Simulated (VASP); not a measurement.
Energy against volume of HfB$_{2}$ (AlB2 type). Method: TPSS meta-GGA, VASP's PBE PAW potentials (set 64) (plane waves; VASP 6.6.1). Numerical set-up: 520 eV cut-off, 11×11×9 Γ-centred mesh, first-order Methfessel-Paxton smearing of 0.10 eV, potentials Hf_pv B.

Shape and ions are relaxed at each volume.

| V (Å³/atom) | E (eV/atom) |
|---|---|
| 9.236 | -10.19274 |
| 9.530 | -10.21695 |
| 9.825 | -10.22449 |
| 10.120 | -10.21767 |

### Question
Fit these four points and predict the energy of the run at 10.415 Å³/atom.

### Answer
A cubic in V^(−2/3), the third-order Birch-Murnaghan form, passes through the four points with V0 = 9.82 Å³/atom and B0 = 259 GPa, and gives -10.1986 eV/atom there. The run gave -10.1985 eV/atom, +0.1 meV/atom from the fit; all five points give B0 = 260 GPa.

The compound is HfB2 in the AlB2 type structure. It was relaxed first.
